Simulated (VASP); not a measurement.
Set up this calculation in VASP 6.6.1, as the native input.

* Task: relaxation of cell and atoms
* Functional: PBE
* Potentials or basis: VASP PAW PBE potentials, release 64 (Mg, Ti_sv, N)
* Cutoff: 520 eV
* k mesh: 5 × 5 × 5
* Occupations: gaussian, width 0.15 eV
* Spin: no spin polarisation
* Further INCAR settings: PREC = Normal; ALGO = Fast; EDIFF = 0.0001; IBRION = 2; EDIFFG = -0.08; NSW = 24; ISIF = 3

The structure of MgTi2N2 lies in POSCAR:

```
MgTi2N2
1.0
   -1.8977848900      1.8977848900      4.5408183200
    1.8977848900     -1.8977848900      4.5408183200
    1.8977848900      1.8977848900     -4.5408183200
Mg Ti N
1 2 2
Direct
    0.0000000000      0.0000000000      0.0000000000
    0.3890000000      0.3890000000      0.0000000000
    0.6110000000      0.6110000000      0.0000000000
    0.7500000000      0.2500000000      0.5000000000
    0.2500000000      0.7500000000      0.5000000000
```

The cell was built by a generator and needn't be a form met in nature.

These files were run (other wordings do the same):

INCAR

```
ALGO = Fast
EDIFF = 1E-4
EDIFFG = -0.08
ENCUT = 520
GGA = PE
IBRION = 2
ISIF = 3
ISMEAR = 0
LASPH = True
LCHARG = False
LREAL = False
LWAVE = False
NELM = 60
NSW = 24
PREC = Normal
SIGMA = 0.15
```

KPOINTS

```
k-points
0
Gamma
  5 5 5
```

Potentials or basis: VASP PAW PBE potentials, release 64 (Mg, Ti_sv, N).

Command:

```sh
$ cat potpaw_PBE.64/Mg/POTCAR potpaw_PBE.64/Ti_sv/POTCAR potpaw_PBE.64/N/POTCAR > POTCAR
$ mpirun -np 1 vasp_std > vasp.out
```

Results of the run:

```
Relaxed volume                         : 13.59 Å³/atom
Relaxed cell                           : a = 5.527 Å, b = 5.527 Å, c = 5.527 Å, α = 140.42°, β = 140.42°, γ = 57.21°
Space group after relaxing (to 0.05 Å) : I4/mmm (No. 139)
Energy gained by relaxing              : 1232.8 meV/atom
Ionic steps                            : 10
Pressure after relaxing                : 0.1 GPa
Largest force after relaxing           : 0.005 eV/Å
Band gap on the k mesh                 : none (metal or under the smearing width)
```

Caveat: the k mesh is coarse (spacing up to 0.47 Å⁻¹), so the values aren't converged; the relaxation stopped at a loose force limit of 0.08 eV/Å, so its end isn't a converged minimum.

Wall time 4.5 min on 1 thread of Intel(R) Xeon(R) Platinum 8259CL CPU @ 2.50GHz (Skylake/Cascade Lake) (shared host), peak memory 0.19 GiB.
